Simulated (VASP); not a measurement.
Output of a VASP run:

File OSZICAR:
```
       N       E                     dE             d eps       ncg     rms          rms(c)
DAV:   1     0.129278477920E+03    0.12928E+03   -0.98335E+03   824   0.174E+03
DAV:   2     0.266274658148E+01   -0.12662E+03   -0.12380E+03   860   0.388E+02
DAV:   3    -0.886379032786E+01   -0.11527E+02   -0.11477E+02  1076   0.104E+02
DAV:   4    -0.913143080242E+01   -0.26764E+00   -0.26757E+00   866   0.179E+01
DAV:   5    -0.914004431527E+01   -0.86135E-02   -0.86134E-02  1200   0.311E+00    0.320E+00
DAV:   6    -0.899017599615E+01    0.14987E+00   -0.38006E-01  1148   0.483E+00    0.195E+00
DAV:   7    -0.898566312954E+01    0.45129E-02   -0.65714E-02   926   0.153E+00    0.873E-01
DAV:   8    -0.898560951446E+01    0.53615E-04   -0.58721E-03   938   0.820E-01    0.754E-02
DAV:   9    -0.898554030341E+01    0.69211E-04   -0.76234E-04  1146   0.270E-01    0.446E-02
DAV:  10    -0.898555934901E+01   -0.19046E-04   -0.72674E-05   878   0.582E-02    0.118E-02
DAV:  11    -0.898556043291E+01   -0.10839E-05   -0.93568E-06  1000   0.309E-02    0.205E-03
DAV:  12    -0.898556053510E+01   -0.10218E-06   -0.65308E-07   508   0.109E-02
   1 F= -.89855605E+01 E0= -.89855605E+01  d E =-.898556E+01
```

**OUTCAR**
```
------------------------ aborting loop because EDIFF is reached ----------------------------------------
  FORCE on cell =-STRESS in cart. coord.  units (eV):
  Direction    XX          YY          ZZ          XY          YZ          ZX
  --------------------------------------------------------------------------------------
  Total       -0.0233332     -0.0233332     -0.0233332      0.0000000     -0.0000000      0.0000000
  in kB       -0.7103827     -0.7103827     -0.7103827      0.0000000     -0.0000000      0.0000000
  external PRESSURE =      -0.7103827 kB  Pullay stress =       0.0000000 kB
  volume of cell :       52.62
      direct lattice vectors                 reciprocal lattice vectors
     0.000000000  2.974316932  2.974316932    -0.168105824  0.168105824  0.168105824
     2.974316932  0.000000000  2.974316932     0.168105824 -0.168105824  0.168105824
     2.974316932  2.974316932  0.000000000     0.168105824  0.168105824 -0.168105824
 POSITION                                       TOTAL-FORCE (eV/Angst)
 -----------------------------------------------------------------------------------
      0.00000      0.00000      0.00000         0.000000     -0.000000      0.000000
      2.97432      2.97432      2.97432        -0.000000      0.000000     -0.000000
 -----------------------------------------------------------------------------------
    total drift:                                0.000000     -0.000000     -0.000000
  FREE ENERGIE OF THE ION-ELECTRON SYSTEM (eV)
  ---------------------------------------------------
  free  energy   TOTEN  =        -8.9855605351 eV

  energy  without entropy=       -8.9855605351  energy(sigma->0) =       -8.98556054

 reached required accuracy - stopping structural energy minimisation
```
(Selected blocks of OUTCAR.)

**POSCAR**
```
SnSe
1
   -0.0000000000     2.9743169315     2.9743169315
    2.9743169315    -0.0000000000     2.9743169315
    2.9743169315     2.9743169315    -0.0000000000
Sn Se
1 1
Direct
  0.0000000000   1.0000000000   1.0000000000
  0.5000000000   0.5000000000   0.5000000000
```

Task: Write an INCAR and KPOINTS that could have produced this output.

Result: This is not unique; one that fits is the input of the run itself, PBEsol GGA, plane waves, VASP's PBE PAW potentials (set 64).

**INCAR**
```
EDIFF=1E-6   # SCF stop (eV)
LMAXMIX=4   # l cut-off of mixed one-centre charges
NELM=100
ISIF=3   # ions, shape and volume
GGA=PS   # PBEsol
SIGMA=0.05
EDIFFG=-0.02   # ionic stop
ENCUT=500   # plane-wave cut-off (eV)
LCHARG=.FALSE.
LASPH=.TRUE.
PREC=Accurate
SYSTEM=SnSe
ALGO=Normal
LREAL=.FALSE.   # projection in real space or not
LWAVE=.FALSE.
ISMEAR=0
NSW=40   # most ionic steps
IBRION=2
```

### KPOINTS
```
Automatic mesh
0
Gamma
8 8 8
0 0 0
```

POTCAR, in this order: Sn_d Se (PBE.64 set). Program: vasp_std.

The structure was generated: SnSe was put into the rock salt type (Fm-3m), which need not be its known phase. It was relaxed first, which changed the volume by +20 %.
